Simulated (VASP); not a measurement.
Given:

```
CELL_PARAMETERS angstrom
      2.87207     0.00000     0.00000
      0.00000     2.87207     0.00000
      0.00000     0.00000     2.87207
ATOMIC_POSITIONS crystal
  Al 0.50000 0.50000 0.50000
  Ni 0.00000 0.00000 0.00000
```

Computed with vdW-DF-cx, VASP's PBE PAW potentials (set 64) (plane waves; VASP 6.6.1). Numerical set-up: 520 eV cut-off, Gaussian smearing of 0.050 eV, potentials Al Ni.

### Question
Give the energies of bands 1 to 9 at the high-symmetry points, in eV from the Fermi level.

### Answer

| band | Γ | X | M | R |
|---|---|---|---|---|
| 1 | -11.19 | -6.92 | -5.34 | -4.15 |
| 2 | -3.29 | -6.84 | -3.43 | -4.15 |
| 3 | -3.29 | -2.81 | -2.90 | -4.15 |
| 4 | -1.58 | -2.29 | -2.90 | -1.01 |
| 5 | -1.58 | -2.29 | -2.12 | -1.01 |
| 6 | -1.58 | -1.49 | -2.12 | 1.98 |
| 7 | 5.54 | -0.67 | -1.04 | 1.98 |
| 8 | 5.54 | 8.30 | 1.46 | 1.98 |
| 9 | 5.54 | 10.02 | 2.56 | 3.89 |

It has no gap at this level: it comes out as a metal or semimetal.

The compound is NiAl in the CsCl type structure. It was relaxed first. The run is not spin-polarised, so no magnetic state was tried. The electron count is odd and the run is not spin-polarised, which forces a metal.
